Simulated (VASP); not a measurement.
Input:

```
CELL_PARAMETERS angstrom
      4.19472     0.00000     0.00000
     -2.09736     3.63273     0.00000
      0.00000     0.00000     4.86316
ATOMIC_POSITIONS crystal
  Rh 0.33333 0.66667 0.93747
  Rh 0.66667 0.33333 0.43747
  Al 0.33333 0.66667 0.43753
  Al 0.66667 0.33333 0.93753
```

Method: PBE GGA, VASP's PBE PAW potentials (set 64) (plane waves; VASP). Numerical set-up: 400 eV cut-off, 10×10×7 Γ-centred mesh, tetrahedra with Blöchl corrections, potentials Rh_pv Al.

Q: Tabulate the total density of states (states/eV per cell) against energy (eV; zero at the valence-band maximum or, without a gap, the Fermi level).

A: 
```
E (eV)  DOS (states/eV)
------  ---------------
-9.89              0.00
-9.31              0.00
-8.73              0.00
-8.27              0.00
-7.69              0.30
-7.11              0.57
-6.53              1.02
-5.95              1.06
-5.48              1.32
-4.91              2.50
-4.33              0.00
-3.75              3.07
-3.17              6.31
-2.70              9.65
-2.12              3.74
-1.54              3.78
-0.97              9.48
-0.50              1.61
0.08               0.65
0.66               2.12
1.24               1.89
1.81               1.49
2.28               1.51
2.86               1.86
3.44               1.50
```
Within 2 eV below the Fermi level the largest weight inside VASP's projection spheres is Rh d.

The structure was generated: RhAl was put into the wurtzite type (P6_3mc), which need not be its known phase. It was relaxed first, which changed the volume by -34 %. The relaxed cell has space group P6_3/mmc.
